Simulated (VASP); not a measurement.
Consider the following.

```cif
data_Pt3Ti
_chemical_formula_sum 'Ti1 Pt3'
_space_group_name_H-M_alt 'P 1'
_space_group_IT_number 1
_cell_length_a 3.94530
_cell_length_b 3.94530
_cell_length_c 3.94530
_cell_angle_alpha 90.000
_cell_angle_beta 90.000
_cell_angle_gamma 90.000
loop_
_space_group_symop_operation_xyz
  'x, y, z'
loop_
_atom_site_label
_atom_site_type_symbol
_atom_site_fract_x
_atom_site_fract_y
_atom_site_fract_z
_atom_site_occupancy
Ti1 Ti 0.00000 0.00000 0.00000 1
Pt1 Pt 0.00000 0.50000 0.50000 1
Pt2 Pt 0.50000 0.00000 0.50000 1
Pt3 Pt 0.50000 0.50000 0.00000 1
```

Method: PBE GGA, VASP's PBE PAW potentials (set 64) (plane waves; VASP). Numerical set-up: 480 eV cut-off, 8×8×8 Γ-centred mesh, first-order Methfessel-Paxton smearing of 0.10 eV, potentials Ti_sv Pt.

Each relaxation starts from this cell; other phases were not tried.

The cell is relaxed at 5 GPa. What happens?

The volume per atom goes from 15.35 to 15.06 Å³ (-1.9 %), and the cell becomes a = 3.920 Å, b = 3.920 Å, c = 3.920 Å, α = 90.00°, β = 90.00°, γ = 90.00°, space group Pm-3m.

The cell is relaxed at 20 GPa. What happens?

The volume per atom goes from 15.35 to 14.31 Å³ (-6.8 %), and the cell becomes a = 3.8539 Å, b = 3.8539 Å, c = 3.8539 Å, α = 90.00°, β = 90.00°, γ = 90.00°, space group Pm-3m.

Failed runs are left out, and for metals the shear rows, which the mesh's noise covers.

The compound is Pt3Ti in the L1_2 structure.
